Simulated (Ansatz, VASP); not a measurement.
# Cross-check of IrW (Ir-W-W-Ir stack, (111) layers) between VASP and Ansatz, part 2 of 2

Aim: how closely do two programs agree when they are given the same cell, functional and k mesh? Of the first pair: The structure shown is the start of the Ansatz relaxation below; VASP solves that cell, so the two are compared at the walk's first step.

VASP 6.6.1 and Ansatz 0.2.0.

So far. Step 4 (Comparison): The forces differ by 47 meV/Å r.m.s., which is 2.6 % of the r.m.s. force of 1.764 eV/Å (both taken over all components). Where the cell holds vacuum, a pressure given here is an average over it and none of the material. Step 5 (Ansatz: relaxation, LDA): This is the run of step 2 again, met here at its other cell.

**6. VASP: single point, LDA, relaxed cell, pair 2**

Level of this step: LDA; plane waves and PAW (Ir, W) (VASP).

The same cell, functional (in two slightly different forms), mesh and smearing now go to VASP, with its own data sets.

File INCAR:

```
SYSTEM = IrW
PREC = Accurate
ENCUT = 520
EDIFF = 1E-06
NELM = 120
ISMEAR = 0
SIGMA = 0.1
LREAL = .FALSE.
ALGO = Normal
GGA = CA
NBANDS = 21
LASPH = .TRUE.
LORBIT = 11
LWAVE = .FALSE.
LCHARG = .FALSE.
ISIF = 2
LDIPOL = .TRUE.
IDIPOL = 3
DIPOL = 0.5 0.5 0.238
LVHAR = .TRUE.
GGA_COMPAT = .FALSE.
NELMDL = -8
KPAR = 2
```

File POSCAR:

```
IrW
1.0
    2.7126037928      0.0000000000      0.0000000000
   -1.3563018964      2.3491837949      0.0000000000
    0.0000000000      0.0000000000     37.5918017562
Ir W
2 2
Direct
    0.0000000000      0.0000000000      0.1487022867
    0.0000000000      0.0000000000      0.3273562996
    0.3333333333      0.6666666667      0.2046985361
    0.6666666667      0.3333333333      0.2713600502
```

File KPOINTS:

```
Automatic mesh
0
Gamma
9 9 1
0 0 0
```

PAW data sets: Ir and W (LDA family, release 64).

Started as:

```bash
mpirun -np 2 vasp_std
```

Numbers of over 12 decimals in the logs are rounded to 6 here.

The program printed:

```text
[... set-up lines as in an earlier step ...]
 entering main loop
       N       E                     dE             d eps       ncg     rms          rms(c)
DAV:   1     0.235334565581E+03    0.23533E+03   -0.10789E+04   536   0.110E+03
DAV:   2    -0.270223841903E+02   -0.26236E+03   -0.24677E+03   666   0.304E+02
DAV:   3    -0.499776291679E+02   -0.22955E+02   -0.21433E+02   667   0.861E+01
DAV:   4    -0.510947579468E+02   -0.11171E+01   -0.10654E+01   747   0.202E+01
[...]
DAV:  30    -0.475887617406E+02   -0.23782E-05   -0.13801E-07   272   0.279E-03    0.113E-03
DAV:  31    -0.475887635967E+02   -0.18561E-05   -0.10212E-07   285   0.231E-03    0.101E-03
DAV:  32    -0.475887644839E+02   -0.88716E-06   -0.34118E-08   262   0.118E-03
   1 F= -.47588764E+02 E0= -.47580352E+02  d E =-.168257E-01
```

Parts of OUTCAR (step 6):

```text
  Total        0.0171136      0.0171136     -0.0633551      0.0000000      0.0000000     -0.0000000
  in kB        0.1144603      0.1144603     -0.4237364      0.0000000      0.0000000     -0.0000000
  external PRESSURE =      -0.0649386 kB  Pullay stress =       0.0000000 kB

 POSITION                                       TOTAL-FORCE (eV/Angst)
 -----------------------------------------------------------------------------------
      0.00000      0.00000      5.58999         0.000000     -0.000000     -0.009125
      0.00000      0.00000     12.30591         0.000000     -0.000000      0.009125
     -0.00000      1.56612      7.69499         0.000000      0.000000      0.038472
      1.35630      0.78306     10.20091        -0.000000      0.000000     -0.038472
 -----------------------------------------------------------------------------------
    total drift:                               -0.000000      0.000000      0.000004

  FREE ENERGIE OF THE ION-ELECTRON SYSTEM (eV)
  ---------------------------------------------------
  free  energy   TOTEN  =       -47.5887644839 eV

  energy  without entropy=      -47.5719387995  energy(sigma->0) =      -47.58035164

[... 1 part as in an earlier step ...]

[... 2 further parts left out ...]
[key lines of the parts left out:]
E-fermi :  -1.7455
```

The run ends at a pressure of -0.01 GPa, with forces up to 0.038 eV/Å.

**7. Side by side**

What differs besides the data sets and the points named for the pairs above, as far as they apply: the data sets hold 62 valence electrons in Ansatz (on its PAW soft_1 files) and 30 in VASP. Total energies have different zeros and are not compared.

The largest component of a force difference here is 39 meV/Å. Where the cell holds vacuum, a pressure given here is an average over it and none of the material.

**8. Ansatz: relaxation, LDA**

The two programs are compared at the cell with which this relaxation starts, whose forces are those of its first step.

The structure compared here is the start of the Ansatz relaxation; VASP solves that cell, so the two are compared at the walk's first step.

File input.yaml:

```yaml
crystal:
  lattice:
    - [2.7126037928, 0.0, 0.0]
    - [-1.3563018964, 2.3491837949, 0.0]
    - [0.0, 0.0, 37.5918017562]
  atoms:
    - { symbol: Ir, position: [0.0, 0.0, 0.1487022867] }
    - { symbol: W, position: [0.3333333333, 0.6666666667, 0.2046985361] }
    - { symbol: W, position: [0.6666666667, 0.3333333333, 0.2713600502] }
    - { symbol: Ir, position: [0.0, 0.0, 0.3273562996] }
  periodic: [true, true, false]
kpoints:
  mp_grid: { grid: [12, 12, 1] }
hamiltonian:
  xc: lda
  pseudopotentials: { kind: paw, azcp: { folder: soft_1 }, xc_functional: pbe }
scf:
  occupations: { method: gaussian, width: 0.1 }
output:
  forces: true
  stress: true
  eigenvalues: true
relax:
  adjacent_minimum: "off"
  f_tol: 0.005
  max_steps: 80
  cell: { stress_2d_tol: 0.02 }
```

Started as:

```bash
ansatz run input.yaml --threads 4 --pin off --max-ram 12288MiB --backend cpu --events-out ev --progress --plain --runs-dir out
```

The program printed:

```text
[...]
Crystal: 4 atoms, lattice volume = 239.550 Å³
Basis set: ecut = 420 eV, 4727 PW (Γ)
Bands: 38, of which v1, the nominal top of the filled ones, is band 31 counted from 1 (30 counted from 0)
Symmetry: 12 space group operations
[...]
k-points: 19 of 144
[...]
--- Relaxed structure (5 steps of the walk, 4 accepted, 1 SCFs on fresh bases) ---
[...]
cell:  # Å, volume = 240.2957 Å³
    - [2.716822, 0.0, 0]
    - [-1.358411, 2.352837, 0]
    - [0, 0, 37.5918017562]
  atoms:
    - { symbol: Ir, position: [0, 0, 0.149026] }
    - { symbol: W, position: [0.333333, 0.666667, 0.204731] }
    - { symbol: W, position: [0.666667, 0.333333, 0.271328] }
    - { symbol: Ir, position: [0, 0, 0.327033] }
[key lines of the parts left out:]
SCF converged after 9 iterations
Free energy (F): -43589.015196 eV
Fermi energy:    -5.148679 eV
P = ½ c Tr σ = 0.0022 N/m
```

**9. VASP: single point, LDA, start cell, pair 3**

The same cell, functional (in two slightly different forms), mesh and smearing now go to VASP, with its own data sets.

INCAR is that of step 6.

File POSCAR:

```
IrW
1.0
    2.7126040000      0.0000000000      0.0000000000
   -1.3563020000      2.3491840000      0.0000000000
    0.0000000000      0.0000000000     37.5918020000
Ir W
2 2
Direct
    0.0000000000      0.0000000000      0.1487022889
    0.0000000000      0.0000000000      0.3273562943
    0.3333334043      0.6666668086      0.2046985404
    0.6666665957      0.3333331914      0.2713600428
```

File KPOINTS:

```
Automatic mesh
0
Gamma
12 12 1
0 0 0
```

Started as:

```bash
mpirun -np 2 vasp_std
```

The program printed:

```text
[... set-up lines as in an earlier step ...]
 entering main loop
       N       E                     dE             d eps       ncg     rms          rms(c)
DAV:   1     0.239095321433E+03    0.23910E+03   -0.10690E+04   814   0.110E+03
DAV:   2    -0.269608945053E+02   -0.26606E+03   -0.24868E+03  1070   0.303E+02
DAV:   3    -0.498055695349E+02   -0.22845E+02   -0.21051E+02   992   0.857E+01
DAV:   4    -0.510964907382E+02   -0.12909E+01   -0.12383E+01  1155   0.221E+01
[...]
DAV:  29    -0.476248011329E+02   -0.20545E-05   -0.82810E-08   487   0.212E-03    0.561E-04
DAV:  30    -0.476248024428E+02   -0.13099E-05   -0.57725E-08   444   0.147E-03    0.545E-04
DAV:  31    -0.476248026616E+02   -0.21879E-06   -0.21992E-08   419   0.126E-03
   1 F= -.47624803E+02 E0= -.47620959E+02  d E =-.768656E-02
```

OUTCAR, selected parts (step 9):

```text
  Total        0.3016017      0.3016017     -0.7562834      0.0000000      0.0000000      0.0000000
  in kB        2.0171948      2.0171949     -5.0582299      0.0000000      0.0000000      0.0000000
  external PRESSURE =      -0.3412800 kB  Pullay stress =       0.0000000 kB

 POSITION                                       TOTAL-FORCE (eV/Angst)
 -----------------------------------------------------------------------------------
      0.00000      0.00000      5.58999        -0.000000      0.000000      0.142475
      0.00000      0.00000     12.30591         0.000000     -0.000000     -0.142475
      0.00000      1.56612      7.69499        -0.000000      0.000000     -0.091403
      1.35630      0.78306     10.20091         0.000000     -0.000000      0.091403
 -----------------------------------------------------------------------------------
    total drift:                               -0.000000      0.000000      0.000017

  FREE ENERGIE OF THE ION-ELECTRON SYSTEM (eV)
  ---------------------------------------------------
  free  energy   TOTEN  =       -47.6248026616 eV

  energy  without entropy=      -47.6171160966  energy(sigma->0) =      -47.62095938

[... 3 further parts left out ...]
[key lines of the parts left out:]
E-fermi :  -1.6503
```

The run ends at a pressure of -0.03 GPa, with forces up to 0.14 eV/Å.

**10. Side by side**

What differs besides the data sets and the points named for the pairs above, as far as they apply: the data sets hold 62 valence electrons in Ansatz (on its PAW soft_1 files) and 30 in VASP. Total energies have different zeros and are not compared.

Forces (eV/Å; atoms numbered as in POSCAR):

```
atom        Ansatz x, y, z          VASP x, y, z
 Ir1   0.000, 0.000, 0.144   0.000, 0.000, 0.142
 Ir2  0.000, 0.000, -0.144  0.000, 0.000, -0.142
  W3  0.000, 0.000, -0.122  0.000, 0.000, -0.091
  W4   0.000, 0.000, 0.122   0.000, 0.000, 0.091
```

The forces differ by 12 meV/Å r.m.s., which is 18.0 % of the r.m.s. force of 0.069 eV/Å (both taken over all components). Where the cell holds vacuum, a pressure given here is an average over it and none of the material.

**11. Outcome**

| Property | Result |
| --- | --- |
| r.m.s. force difference (single point, LDA, start cell, pair 1) | 2.6 % of the r.m.s. force |
| r.m.s. force difference (single point, LDA, relaxed cell, pair 2) | 16 meV/Å |
| r.m.s. force difference (single point, LDA, start cell, pair 3) | 12 meV/Å |

In words: The r.m.s. force difference is 16 meV/Å (single point, LDA, relaxed cell, pair 2), beyond the 12 meV/Å picked in this series as the mark of a large difference. The data sets hold unlike numbers of valence electrons (62 in Ansatz and 30 in VASP), so part of the differences may come from the potentials. What causes the difference of the single point, LDA, relaxed cell, pair 2 pair stays open here. What causes the difference of the single point, LDA, start cell, pair 3 pair stays open here. 3 further pairs of this series are not shown here. Such differences can come from data sets, numerical settings and the points named under the comparisons, not from the functional's error against experiment.

[Lines on the potential files, build, host, timing and source positions are cut from VASP's logs without a mark.]

[Logs are printed without paths, hosts, clocks, repeated set-up lines and the standing remarks that a program may print on its own settings, such as how far it seeks lower states.]

[Hosts, paths, dates, database ids (printed as entryN), source tags and the programs' standing remarks are cut or masked in the printed files.]
